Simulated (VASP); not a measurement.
VASP ran on this input.

**INCAR**
```
SYSTEM=Zn
LMAXMIX=4
IBRION=2   ! conjugate gradients
LCHARG=.FALSE.
SIGMA=0.1
EDIFFG=-0.02   ! ionic stop
ENCUT=500
EDIFF=1E-6   ! SCF stop (eV)
ISIF=3   ! ions, shape and volume
PREC=Accurate
LWAVE=.FALSE.
LASPH=.TRUE.   ! aspherical one-centre terms
NSW=40   ! most ionic steps
LREAL=.FALSE.   ! projection in real space or not
ISMEAR=1
GGA=PE
ALGO=Normal
NELM=100   ! most electronic steps
PSTRESS=300
```

KPOINTS:
```
Automatic mesh
0
Gamma
16 16 8
0 0 0
```

### POSCAR
```
Zn
1
    1.2728707840    -2.2046775511     0.0000000000
    1.2728707840     2.2046775511     0.0000000000
    0.0000000000     0.0000000000     4.5252541491
Zn
2
Direct
  0.3333330000   0.6666670000   0.2500000000
  0.6666670000   0.3333330000   0.7500000000
```

POTCAR, in this order: Zn (PBE.64 set). Program: vasp_std.

Write an equivalent input for Ansatz.

One equivalent input (not run):
Ansatz 0.2 input:
```yaml
crystal:
  lattice:
    - [1.2728708, -2.2046776, 0.0000000]
    - [1.2728708, 2.2046776, 0.0000000]
    - [0.0000000, 0.0000000, 4.5252541]
  atoms:
    - { symbol: Zn, position: [0.3333330, 0.6666670, 0.2500000] }
    - { symbol: Zn, position: [0.6666670, 0.3333330, 0.7500000] }
kpoints:
  mp_grid: { grid: [16, 16, 8] }
hamiltonian:
  xc: pbe
  pseudopotentials: { kind: paw }
scf:
  occupations: { method: methfessel_paxton, width: 0.1 }
  max_iter: 100
relax:
  max_steps: 40
  f_tol: 0.02
  cell: { p_target: 30 }
output: { forces: true, stress: true, eigenvalues: true }
```
Limits of the translation: each code has its own PAW files, so the cut-off isn't converted (ENCUT is set for VASP's; basis.ecutwfc is left out, and Ansatz then takes the one that its files recommend); Ansatz stops its SCF on the density residual and VASP on the energy change (EDIFF).

The compound is Zn in the hcp structure. This run relaxes it under an external pressure of 30 GPa. Symmetry was kept, so distortions that lower it aren't found.
